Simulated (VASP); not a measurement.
# Si2Sb2Te (Imm2) in VASP: single point with PBE

Aim: the single point of Si2Sb2Te with PBE.

Everything below comes from runs of VASP 6.6.1. Logs are shortened: lines on timing, memory, paths and dates and some standing lists are left out, and cuts for length are marked.

## 1. The structure

Symmetry: Imm2, No. 44, orthorhombic system. Conventional cell: a = 4.116 Å, b = 12.322 Å, c = 6.047 Å, α = 90.00°, β = 90.00°, γ = 90.00°. Around Si (site symmetry m) lie 1 Te at 2.56 Å and 3 Sb at 2.64 to 2.65 Å. Around Sb (site symmetry m) lie 3 Si at 2.64 to 2.65 Å. Around Te (site symmetry mm2) lie 2 Si at 2.56 Å.

The cell was built by a generator and needn't be a form met in nature.

## 2. Single point, PBE

File INCAR:

```
  ALGO = Fast
  EDIFF = 1E-5
  ENCUT = 520
  GGA = PE
  ISIF = 2
  ISMEAR = 0
  KPAR = 2
  LASPH = T
  LCHARG = F
  LREAL = Auto
  LWAVE = F
  NELM = 80
  PREC = Normal
  SIGMA = 0.15
```

File KPOINTS:

```
k-points
0
Gamma
  7 7 7
```

File POSCAR:

```
Si2Sb2Te
1.0
   -2.0580800000      6.1609100000      3.0234900000
    2.0580800000     -6.1609100000      3.0234900000
    4.1161600000     12.3218200000     -6.0469800000
Si Sb Te
4 4 2
Direct
    0.6776560000      0.0093500000      0.3341525000
    0.6776560000      0.0093500000      0.8341525000
    0.3410450000      0.0093500000      0.1658475000
    0.3410450000      0.0093500000      0.6658475000
    0.0873930000      0.2365060000      0.4254430000
    0.0873930000      0.2365060000      0.9254430000
    0.3856200000      0.2365060000      0.0745570000
    0.3856200000      0.2365060000      0.5745570000
    0.7582050000      0.2582050000      0.2500000000
    0.7582050000      0.2582050000      0.7500000000
```

Potentials or basis: VASP PAW PBE potentials, release 64 (Si, Sb, Te).

On the command line:

```console
cat potpaw_PBE.64/Si/POTCAR potpaw_PBE.64/Sb/POTCAR potpaw_PBE.64/Te/POTCAR > POTCAR
mpirun -np 2 vasp_std > vasp.out
```

OUTCAR:

```text
EDIFF = 1E-5
   ENCUT = 520
   GGA = PE
   ISIF = 2
   ISMEAR = 0
   LASPH = T
   LREAL = Auto
   NELM = 80
   PREC = Normal

 ion  position               nearest neighbor table
   1  0.678  0.009  0.334-   9 2.56   5 2.64   7 2.65   8 2.65
   2  0.678  0.009  0.834-  10 2.56   6 2.64   8 2.65   7 2.65
   3  0.341  0.009  0.166-   9 2.56   7 2.64   5 2.65   6 2.65
   4  0.341  0.009  0.666-  10 2.56   8 2.64   6 2.65   5 2.65
   5  0.087  0.237  0.425-   1 2.64   3 2.65   4 2.65   8 3.67
   6  0.087  0.237  0.925-   2 2.64   4 2.65   3 2.65   7 3.67
   7  0.386  0.237  0.075-   3 2.64   1 2.65   2 2.65   6 3.67
   8  0.386  0.237  0.575-   4 2.64   2 2.65   1 2.65   5 3.67
   9  0.758  0.258  0.250-   3 2.56   1 2.56
  10  0.758  0.258  0.750-   4 2.56   2 2.56

  LATTYP: Found a base centered monoclinic cell.
 ALAT       =    12.9911516525
 B/A-ratio  =     0.4654691256
 C/A-ratio  =     0.6336866985
 COS(beta)  =    -0.3168433492

  Lattice vectors:

 A1 = (  -2.0580800000,   6.1609100000,  -3.0234900000)
 A2 = (  -2.0580800000,   6.1609100000,   3.0234900000)
 A3 = (   8.2323200000,  -0.0000000000,  -0.0000000000)

Analysis of symmetry for initial positions (statically):
=====================================================================
 Subroutine PRICEL returns following result:

  LATTYP: Found a body centered orthorhombic cell.
 ALAT       =     4.1161600000
 B/A-ratio  =     1.4690828345
 C/A-ratio  =     2.9935230895

  Lattice vectors:

 A1 = (  -2.0580800000,   6.1609100000,  -3.0234900000)
 A2 = (   2.0580800000,   6.1609100000,   3.0234900000)
 A3 = (   2.0580800000,  -6.1609100000,  -3.0234900000)

   2 primitive cells build up your supercell.

 Routine SETGRP: Setting up the symmetry group for a
 base centered monoclinic supercell.

 Subroutine GETGRP returns: Found  2 space group operations
 (whereof  2 operations were pure point group operations)
 out of a pool of  4 trial point group operations.

The static configuration has the point symmetry C_2 .

Analysis of symmetry for dynamics (positions and initial velocities):
=====================================================================
 Subroutine PRICEL returns following result:

  LATTYP: Found a body centered orthorhombic cell.
 ALAT       =     4.1161600000
 B/A-ratio  =     1.4690828345
 C/A-ratio  =     2.9935230895

  Lattice vectors:

 A1 = (  -2.0580800000,   6.1609100000,  -3.0234900000)
 A2 = (   2.0580800000,   6.1609100000,   3.0234900000)
 A3 = (   2.0580800000,  -6.1609100000,  -3.0234900000)

   2 primitive cells build up your supercell.

 Routine SETGRP: Setting up the symmetry group for a
 base centered monoclinic supercell.

 Subroutine GETGRP returns: Found  2 space group operations
 (whereof  2 operations were pure point group operations)
 out of a pool of  4 trial point group operations.

The dynamic configuration has the point symmetry C_2 .

 Subroutine INISYM returns: Found  2 space group operations
 (whereof  2 operations are pure point group operations),
 and found     2 'primitive' translations

----------------------------------------------------------------------------------------

                                     Primitive cell

  volume of cell :     153.3471

  direct lattice vectors                    reciprocal lattice vectors
    -2.058080000  6.160910000 -3.023490000    -0.000000000  0.081156842 -0.165371805
     2.058080000  6.160910000  3.023490000     0.242944881  0.081156842  0.000000000
     2.058080000 -6.160910000 -3.023490000     0.242944881 -0.000000000 -0.165371805

  length of vectors
     7.164774741  7.164774741  7.164774741     0.184212559  0.256141851  0.293887817

  position of ions in fractional coordinates (direct lattice)
     0.658955000  0.668305000  0.990649000
     0.322345000  0.331695000  0.990650000
     0.614380000  0.850886000  0.763493000
     0.912608000  0.149114000  0.763494000
     0.241795000  0.500000000  0.741795000

  ion indices of the primitive-cell ions
   primitive index   ion index
                 1           1
                 2           3
                 3           5
                 4           8
                 5           9

----------------------------------------------------------------------------------------

 KPOINTS: k-points

Automatic generation of k-mesh.
 Grid dimensions read from file:
 generate k-points for:    7    7    7

 Generating k-lattice:

  Cartesian coordinates                     Fractional coordinates (reciprocal lattice)
     0.000000000  0.011593835  0.023624544     0.142857143  0.000000000  0.000000000
     0.034706412  0.000000000  0.023624544    -0.000000000  0.142857143  0.000000000
     0.017353206  0.005796917  0.000000000    -0.000000000  0.000000000  0.142857143

  Length of vectors
     0.026316080  0.041983974  0.018295847

  Shift w.r.t. Gamma in fractional coordinates (k-lattice)
     0.000000000  0.000000000  0.000000000

 Subroutine IBZKPT returns following result:
 ===========================================

 Found    100 irreducible k-points:

 Following reciprocal coordinates:
            Coordinates               Weight
  0.000000  0.000000  0.000000      1.000000
  0.142857  0.000000 -0.000000      4.000000
  0.285714  0.000000  0.000000      4.000000
  0.428571 -0.000000  0.000000      4.000000
  0.000000  0.142857  0.000000      4.000000
  0.142857  0.142857  0.000000      4.000000
[... 16 lines left out ...]
 -0.428571  0.428571  0.000000      2.000000
 -0.285714  0.428571  0.000000      4.000000
 [... further k-points ...]
   k-points           NKPTS =    100   k-points in BZ     NKDIM =    100   number of bands    NBANDS=     30
   number of dos      NEDOS =    301   number of ions     NIONS =     10
   total plane-waves  NPLWV = 128000
   dimension x,y,z NGX =    40 NGY =   40 NGZ =   80
   dimension x,y,z NGXF=    80 NGYF=   80 NGZF=  160
   ions per type =               4   4   2
   NGX,Y,Z   is equivalent  to a cutoff of   9.28,  9.28,  9.28 a.u.
   NGXF,Y,Z  is equivalent  to a cutoff of  18.56, 18.56, 18.56 a.u.
 SYSTEM =  unknown system
   PREC   = normal    normal or accurate (medium, high low for compatibility)
   ISTART =      0    job   : 0-new  1-cont  2-samecut
   ICHARG =      2    charge: 1-file 2-atom 10-const
   ISPIN  =      1    spin polarized calculation?
   LNONCOLLINEAR =      F non collinear calculations
   LSORBIT =      F    spin-orbit coupling
   LASPH  =      T    aspherical Exc in radial PAW
   ENCUT  =  520.0 eV  38.22 Ry    6.18 a.u.  13.32 13.32 26.64*2*pi/ulx,y,z
   NELM   =     80;   NELMIN=  2; NELMDL= -5     # of ELM steps
   EDIFF  = 0.1E-04   stopping-criterion for ELM
   LREAL  =      T    real-space projection
   EDIFFG = 0.1E-03   stopping-criterion for IOM
   NSW    =      0    number of steps for IOM
   IBRION =     -1    ionic relax: 0-MD 1-quasi-New 2-CG
   NFREE  =      0    steps in history (QN), initial steepest desc. (CG)
   ISIF   =      2    stress and relaxation
   ISYM   =      2    0-nonsym 1-usesym 2-fastsym
   POTIM  = 0.5000    time-step for ionic-motion
   TEBEG  =    0.0;   TEEND  =   0.0 temperature during run
   PSTRESS=    0.0 pullay stress
   NELECT =      48.0000    total number of electrons
   NUPDOWN=      -1.0000    fix difference up-down
   EMIN   =  10.00;   EMAX   =-10.00  energy-range for DOS
   EFERMI =   0.00;   METHOD = LEGACY
   ISMEAR =     0;   SIGMA  =   0.15  broadening in eV -4-tet -1-fermi 0-gaus
   EFERMI_NEDOS =   21; number of points for ismear=-14 and -15
   IALGO  =     68    algorithm
   IMIX   =      4    mixing-type and parameters
     AMIX     =   0.40;   BMIX     =  1.00
     AMIX_MAG =   1.60;   BMIX_MAG =  1.00
  volume/ion in A,a.u.               =      30.67       206.97
  Fermi-wavevector in a.u.,A,eV,Ry     =   0.882240  1.667192 10.590057  0.778347
  Thomas-Fermi vector in A             =   2.002845
   LORBIT       =      0    0 simple, 1 ext, 2 COOP (PROOUT), +10 PAW based schemes
   GGA     = PE    functional components
   LHFCALC =     F    Hartree Fock is set to
   AEXX    =    0.0000 exact exchange contribution
   IVDW    =     0    specifies the selected vdW correction
   LEPSILON=     F    determine dielectric tensor
   LRPA    =     F    only Hartree local field effects (RPA)
 non-spin polarized calculation
 RMM-DIIS sequential band-by-band and
 Gauss-broadening in eV      SIGMA  =   0.15
  energy-cutoff  :      520.00
  volume of cell :      306.69
 maximum number of plane-waves:      8281
   NGX = 27   NGY = 27   NGZ = 53

 number of electron      47.9999996 magnetization

 Free energy of the ion-electron system (eV)
  ---------------------------------------------------
  ext. energy  EPLUGINS =         0.00000000
  ---------------------------------------------------
  free energy    TOTEN  =       -43.12145296 eV

  energy without entropy =      -43.11755588  energy(sigma->0) =      -43.11950442

 E-fermi :   5.3697     XC(G=0):  -8.7430

 val. band max:        5.3086005214   @ k =   0.0000   0.0000   0.0000
 cond. band min:       5.4791512872   @ k =   0.2857   0.4286   0.1429
 fundamental gap:      0.1705507658
 Fermi energy:         5.3697371904

 k-point     1 :       0.0000    0.0000    0.0000
  band No.  band energies     occupation
      1      -7.2030      2.00000
      2      -6.3545      2.00000
      3      -5.1903      2.00000
      4      -4.7513      2.00000
      5      -4.5606      2.00000
      6      -4.2426      2.00000
[... 22 lines left out ...]
     29       6.9083      0.00000
     30       7.1287      0.00000

 k-point     2 :       0.1429    0.0000   -0.0000
  band No.  band energies     occupation
      1      -7.1402      2.00000
      2      -6.3460      2.00000
      3      -5.2730      2.00000
      4      -4.7141      2.00000
      5      -4.6808      2.00000
      6      -4.2648      2.00000
[... 718 lines left out ...]
 k-point    24 :      -0.2857    0.4286    0.0000
  band No.  band energies     occupation
      1      -6.7566      2.00000
      2      -6.4212      2.00000
      3      -5.9853      2.00000
      4      -4.7481      2.00000
      5      -4.6829      2.00000
      6      -4.1628      2.00000
[... 22 lines left out ...]
     29       6.7038      0.00000
     30       6.8805      0.00000

 [... further k-points ...]

------------------------ aborting loop because EDIFF is reached ----------------------------------------

  FORCE on cell =-STRESS in cart. coord.  units (eV):
  Direction    XX          YY          ZZ          XY          YZ          ZX
  --------------------------------------------------------------------------------------
  -------------------------------------------------------------------------------------
  Total       -0.1169151      0.0451028     -0.0100606     -0.0007593      0.0000000      0.0000000
  in kB       -0.6107669      0.2356181     -0.0525568     -0.0039668      0.0000000      0.0000000
  external PRESSURE =      -0.1425685 kB  Pullay stress =       0.0000000 kB

 VOLUME and BASIS-vectors are now :
 -----------------------------------------------------------------------------
  energy-cutoff  :      520.00
  volume of cell :      306.69
      direct lattice vectors                 reciprocal lattice vectors
    -2.058080000  6.160910000  3.023490000     0.000000000  0.081156842  0.165371805
     2.058080000 -6.160910000  3.023490000     0.242944881  0.000000000  0.165371805
     4.116160000 12.321820000 -6.046980000     0.121472440  0.040578421  0.000000000

 POSITION                                       TOTAL-FORCE (eV/Angst)
 -----------------------------------------------------------------------------------
     -0.00000      8.23474      0.05654         0.000060      0.001665     -0.002054
      2.05808     14.39565     -2.96695         0.000060      0.001665     -0.002054
     -0.00000      4.08709      0.05654        -0.000060     -0.001665     -0.002054
      2.05808     10.24800     -2.96695        -0.000060     -0.001665     -0.002054
      2.05808      4.32356     -1.59334         0.000121      0.018131      0.003493
      4.11616     10.48447     -4.61683         0.000121      0.018131      0.003493
     -0.00000      1.83736      1.43015        -0.000121     -0.018131      0.003493
      2.05808      7.99827     -1.59334        -0.000121     -0.018131      0.003493
      0.00000      6.16091      1.56136         0.000000      0.000000     -0.002878
      2.05808     12.32182     -1.46213        -0.000000      0.000000     -0.002878
 -----------------------------------------------------------------------------------
    total drift:                                0.000933     -0.002774     -0.018863

  FREE ENERGIE OF THE ION-ELECTRON SYSTEM (eV)
  ---------------------------------------------------
  free  energy   TOTEN  =       -43.1214529593 eV

  energy  without entropy=      -43.1175558777  energy(sigma->0) =      -43.11950442
```

Run time: 6 min. Hardware: 2 MPI ranks of Intel Xeon Platinum 8488C (Sapphire Rapids), shared host; peak memory 0.71 GiB.

Results:

| Item | Value |
| --- | --- |
| Free energy | -43.1215 eV |
| Pressure | 0.0 GPa |
| Largest force | 0.018 eV/Å |
| Band gap on the k mesh | 0.17 eV |

Forces on the atoms (eV/Å):
```
Si   0.000  0.002 -0.002
Si   0.000  0.002 -0.002
Si   0.000 -0.002 -0.002
Si   0.000 -0.002 -0.002
Sb   0.000  0.018  0.003
Sb   0.000  0.018  0.003
Sb   0.000 -0.018  0.003
Sb   0.000 -0.018  0.003
Te   0.000  0.000 -0.003
Te   0.000  0.000 -0.003
```

Caveat: spin-orbit coupling is left out, which moves the levels of the heavy elements; an odd mesh through Γ misses points on the zone boundary, where band edges often lie. A hybrid or GW would open this gap; PBE tends to underestimate it.
